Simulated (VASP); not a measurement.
VASP input:

POSCAR:
```
CuAu
1
    2.8560000000     0.0000000000     0.0000000000
    0.0000000000     2.8560000000     0.0000000000
    0.0000000000     0.0000000000     3.7434000000
Cu Au
1 1
Direct
  0.0000000000   0.0000000000   0.0000000000
  0.5000000000   0.5000000000   0.5000000000
```

**KPOINTS**
```
K-points
0
Gamma
 11 11 9
```

INCAR:
```
PREC  =  Accurate
ALGO  =  Normal
LWAVE  =  .FALSE.
IVDW  =  12   # D3, Becke-Johnson
NELM  =  100
ENCUT  =  400
ISIF  =  2   # forces and stress, cell fixed
LASPH  =  .TRUE.
ISMEAR  =  1
LCHARG  =  .FALSE.
EDIFF  =  1E-6
SYSTEM  =  CuAu
LREAL  =  .FALSE.
SIGMA  =  0.1
LMAXMIX  =  6   # l cut-off of mixed one-centre charges
GGA  =  PE
```

POTCAR, in this order: Cu Au (PBE.64 set). Program: vasp_std.

### Question
Write an equivalent input for Quantum ESPRESSO's pw.x.

### Answer
One equivalent input (not run):
```
&CONTROL
  calculation = 'scf'
  pseudo_dir = './pseudo'
  outdir = './out'
  tprnfor = .true.
  tstress = .true.
/
&SYSTEM
  ibrav = 0
  nat = 2
  ntyp = 2
  ecutwfc = 92
  occupations = 'smearing'
  smearing = 'methfessel-paxton'
  degauss = 0.00735
  input_dft = 'pbe'
  vdw_corr = 'grimme-d3'
  dftd3_version = 4
  dftd3_threebody = .false.
/
&ELECTRONS
  conv_thr = 7.3e-08
  electron_maxstep = 100
/
ATOMIC_SPECIES
  Cu 63.546 Cu.upf
  Au 196.967 Au.upf
CELL_PARAMETERS angstrom
     2.8560000    0.0000000    0.0000000
     0.0000000    2.8560000    0.0000000
     0.0000000    0.0000000    3.7434000
ATOMIC_POSITIONS crystal
  Cu   0.0000000  0.0000000  0.0000000
  Au   0.5000000  0.5000000  0.5000000
K_POINTS automatic
  11 11 9 0 0 0
```
Limits of the translation: the potentials are each code's own (VASP's PAW set, PseudoDojo norm-conserving files in pw.x), so ENCUT and ecutwfc are chosen apart and not converted; conv_thr bounds pw.x's estimated SCF error, while EDIFF bounds the energy change between steps.

The compound is CuAu in the L1_0 structure. The cell was not relaxed at this level. The run is one of a series of settings (IVDW = 12 against the base run), some of them coarse on purpose.
